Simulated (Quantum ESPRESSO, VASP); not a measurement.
VASP ran on this input.

File POSCAR:
```
YBRh3
1
    4.1788200000     0.0000000000     0.0000000000
    0.0000000000     4.1788200000     0.0000000000
    0.0000000000     0.0000000000     4.1788200000
Y B Rh
1 1 3
Direct
  0.0000000000   0.0000000000   0.0000000000
  0.5000000000   0.5000000000   0.5000000000
  0.0000000000   0.5000000000   0.5000000000
  0.5000000000   0.0000000000   0.5000000000
  0.5000000000   0.5000000000   0.0000000000
```

### INCAR
```
SYSTEM = YBRh3
PREC = Accurate; ENCUT = 400; LREAL = .FALSE.
LASPH = .TRUE.
EDIFF = 1E-6; NELM = 100; ALGO = Normal
LMAXMIX = 4
ISMEAR = 0; SIGMA = 0.136
GGA = PS
ISIF = 2
LWAVE = .FALSE.; LCHARG = .FALSE.
```

**KPOINTS**
```
Automatic mesh
0
Gamma
5 5 5
0 0 0
```

POTCAR, in this order: Y_sv B Rh_pv (PBE.64 set). Program: vasp_std.

Q: Translate it to Quantum ESPRESSO.

A: One input that does it (PBEsol, GBRV 1.5 ultrasoft (PBESOL) pseudopotentials):
```
&CONTROL
    calculation = 'scf'
    prefix = 'scf'
    outdir = './tmp'
    pseudo_dir = './'
    tprnfor = .true.
    tstress = .true.
/
&SYSTEM
    ibrav = 0
    nat = 5
    ntyp = 3
    ecutwfc = 40
    ecutrho = 320
    occupations = 'smearing'
    smearing = 'gauss'
    degauss = 0.0099958
/
&ELECTRONS
    conv_thr = 1.0d-10
    mixing_beta = 0.4
/
ATOMIC_SPECIES
Y     88.9058  y_pbesol_v1.4.uspp.F.UPF
B     10.8100  b_pbesol_v1.4.uspp.F.UPF
Rh   102.9055  rh_pbesol_v1.4.uspp.F.UPF
ATOMIC_POSITIONS {angstrom}
Y     0.0000000000    0.0000000000    0.0000000000
B     2.0894100000    2.0894100000    2.0894100000
Rh    0.0000000000    2.0894100000    2.0894100000
Rh    2.0894100000    0.0000000000    2.0894100000
Rh    2.0894100000    2.0894100000    0.0000000000
K_POINTS {automatic}
5 5 5  0 0 0
CELL_PARAMETERS {angstrom}
   4.1788200000     0.0000000000     0.0000000000
   0.0000000000     4.1788200000     0.0000000000
   0.0000000000     0.0000000000     4.1788200000
```
Both inputs were run and reached self-consistency, which says nothing on mesh or cut-off. Potentials, basis and cut-offs are each code's own, so they don't translate, and total energies aren't comparable.

The structure comes from a computed database's YBRh3 entry (Pm-3m); how it stands against other phases isn't given here. The cell was not relaxed at this level, and it may have been scaled.
